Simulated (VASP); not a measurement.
Crystal: Si2Ge.

```
Si Ge
1.0
     5.01409    0.00000    0.00000
     0.00000    5.01409    0.00000
     0.00000    0.00000    3.19909
Si Ge
4 2
Direct
  0.30590 0.30590 0.00000
  0.19410 0.80590 0.50000
  0.69410 0.69410 0.00000
  0.80590 0.19410 0.50000
  0.00000 0.00000 0.00000
  0.50000 0.50000 0.50000
```

The cell was built by a generator and needn't be a form met in nature.

| Property | Result |
| --- | --- |
| Program | VASP 6.6.1 |
| Task | relaxation of cell and atoms |
| Functional | PBE |
| Potentials or basis | VASP PAW PBE potentials, release 64 (Si, Ge_d) |
| Cutoff | 520 eV |
| k mesh | 4 × 4 × 5 |
| Occupations | gaussian, width 0.15 eV |
| Spin | no spin polarisation |

At the start: pressure 85.8 GPa; volume 13.40 Å³/atom.

Problem. How do energy, volume and symmetry change on relaxing?

Solution. Over 11 steps the energy falls by 1427.1 meV/atom and the volume is 21.66 Å³/atom (+61.6 %); space group P4_2/mnm (No. 136, to 0.05 Å).

Step by step:
| step | energy change (eV) | largest force (eV/Å) | pressure (GPa) | volume (Å³) |
| --- | --- | --- | --- | --- |
| 1 | 0.0000 | 2.3855 | 85.78 | 80.43 |
| 2 | -5.5093 | 0.1476 | -9.96 | 195.65 |
| 3 | -8.4796 | 0.5170 | 0.28 | 129.14 |
| 4 | -8.4769 | 0.5107 | 2.10 | 128.02 |
| 5 | -8.5231 | 0.2880 | 0.34 | 129.26 |
| 6 | -8.5393 | 0.1343 | 0.00 | 130.22 |
| 7 | -8.5416 | 0.0697 | -0.43 | 130.66 |
| 8 | -8.5479 | 0.0289 | 0.37 | 129.70 |
| 9 | -8.5500 | 0.0061 | 0.87 | 129.13 |
| 10 | -8.5546 | 0.0005 | 0.62 | 129.34 |
| 11 | -8.5628 | 0.0036 | -0.02 | 129.96 |

Final structure:
```
Si Ge
1.0
     5.73870    0.00000    0.00000
     0.00000    5.73870    0.00000
     0.00000    0.00000    3.94636
Si Ge
4 2
Direct
  0.30630 0.30630 0.00000
  0.19370 0.80630 0.50000
  0.69370 0.69370 0.00000
  0.80630 0.19370 0.50000
  0.00000 0.00000 0.00000
  0.50000 0.50000 0.50000
```

Caveat: the k mesh is coarse (spacing up to 0.39 Å⁻¹), so the values aren't converged; the volume moved by over 15 % at a fixed basis, so the end points are rough; the relaxation stopped at a loose force limit of 0.08 eV/Å, so its end isn't a converged minimum.
